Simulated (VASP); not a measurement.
Data:

```xyz
5
Lattice="3.8432 0.0000 0.0000 0.0000 3.8432 0.0000 0.0000 0.0000 3.8432" Properties=species:S:1:pos:R:3 pbc="T T T"
Sr     0.0000     0.0000     0.0000
V      1.9216     1.9216     1.9216
O      1.9216     0.0000     1.9216
O      0.0000     1.9216     1.9216
O      1.9216     1.9216     0.0000
```

The numbers are results of PBE GGA with D3 dispersion (zero damping), VASP's PBE PAW potentials (set 64) (plane waves; VASP), not measurements. Run with 520 eV cut-off, Gaussian smearing of 0.050 eV, potentials Sr_sv V_sv O.

### Question
Give the energies of bands 12 to 23 at the high-symmetry points, in eV from the Fermi level.

### Answer

| band | Γ | X | M | R |
|---|---|---|---|---|
| 12 | -5.23 | -6.74 | -7.02 | -7.23 |
| 13 | -5.23 | -5.25 | -6.93 | -6.53 |
| 14 | -5.23 | -5.25 | -6.55 | -6.53 |
| 15 | -3.29 | -4.62 | -5.13 | -5.95 |
| 16 | -3.29 | -4.60 | -5.13 | -5.95 |
| 17 | -3.29 | -4.60 | -4.15 | -5.95 |
| 18 | -2.46 | -4.15 | -3.67 | -2.07 |
| 19 | -2.46 | -2.90 | -3.67 | -2.07 |
| 20 | -2.46 | -2.90 | -2.17 | -2.07 |
| 21 | -0.99 | -0.87 | 0.91 | 1.50 |
| 22 | -0.99 | 0.93 | 0.91 | 1.50 |
| 23 | -0.99 | 0.93 | 1.27 | 1.50 |

It has no gap at this level: it comes out as a metal or semimetal.

The compound is SrVO3 in the cubic perovskite structure. It was relaxed first. The run is not spin-polarised, so no magnetic state was tried. The electron count is odd and the run is not spin-polarised, which forces a metal.
